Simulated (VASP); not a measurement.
Bi9Sb7, 16 atoms in the cell. The structure is monoclinic, space group Cm (No. 8). Conventional cell: a = 15.412 Å, b = 8.896 Å, c = 9.191 Å, α = 90.00°, β = 124.01°, γ = 90.00°. Around Bi (site symmetry m) lie 2 Sb at 3.01 Å and 4 Bi at 3.08 to 3.42 Å. Bi (site symmetry m) has 4 Sb at 3.02 to 3.46 Å and 2 Bi at 3.47 Å as nearest neighbours. Around Bi (site symmetry 1) lie 3 Sb at 3.01 to 3.46 Å and 3 Bi at 3.07 to 3.41 Å. Around Bi (site symmetry m) lie 4 Bi at 3.05 to 3.35 Å and 2 Sb at 3.34 Å. Bi (site symmetry m) has 2 Sb at 3.01 Å and 4 Bi at 3.08 to 3.41 Å as nearest neighbours. Bi (site symmetry 1) has 2 Sb at 3.00 to 3.41 Å and 3 Bi at 3.07 to 3.42 Å as nearest neighbours. Around Bi (site symmetry m) lie 4 Bi at 3.05 to 3.35 Å and 2 Sb at 3.35 Å. Around Sb (site symmetry 1) lie 2 Sb at 2.94 Å and 2 Bi at 3.01 to 3.35 Å. The cell was built by a generator and needn't be a form met in nature.

| Property | Result |
| --- | --- |
| Program | VASP 6.6.1 |
| Task | band structure |
| Functional | PBE |
| Dispersion | D3(BJ) |
| Potentials or basis | VASP PAW PBE potentials, release 64 (Bi_d, Sb) |
| Cutoff | 520 eV |
| k mesh | 4 × 4 × 4 |
| Occupations | gaussian, width 0.03 eV |
| Spin | no spin polarisation |
| Further INCAR settings | ALGO = Normal; EDIFF = 1e-06; NBANDS = 99 |

Potentials or basis: VASP PAW PBE potentials, release 64 (Bi_d, Sb).

Run with:

```sh
$ cat potpaw_PBE.64/Bi_d/POTCAR potpaw_PBE.64/Sb/POTCAR > POTCAR
$ mpirun -np 1 vasp_std > vasp.out
```

Hardware: 1 × NVIDIA H100 80GB with 1 thread of AMD EPYC 7R13 Processor (Zen 3), on a shared host.

Problem. How long does it take, and how much memory?

Solution. It took 13 min on 1 × NVIDIA H100 80GB with 1 thread of AMD EPYC 7R13 Processor (Zen 3), with other jobs on the host, peak memory 2.6 GiB. Counts: scf iterations 22, k points 24.
